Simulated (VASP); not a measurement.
Runs of VASP 6.6.1 on ClH. The cell holds a molecule in a box, 2 atoms: a = 11.730 Å, b = 12.230 Å, c = 12.730 Å, α = 90.00°, β = 90.00°, γ = 90.00°. 

```tsv
task	level	cell	atoms held fixed (from 0)	gap on the mesh (eV)
single point	RPBE+D3(BJ)	as given	-	6.78
single point	RPBE	as given	-	6.78
single point	PBE	as given	-	6.85
relaxation of the atoms	PBE+D3(BJ)	atoms relaxed	[0]	(a)
```

Alike in all rows: potentials or basis VASP PAW PBE potentials, release 64 (Cl, H); no spin polarisation; k mesh 1 × 1 × 1; cutoff (eV) 400; smearing gaussian 0.01 eV.

**Question.** Estimate the missing entries.

**Answer.** (a) 6.86.

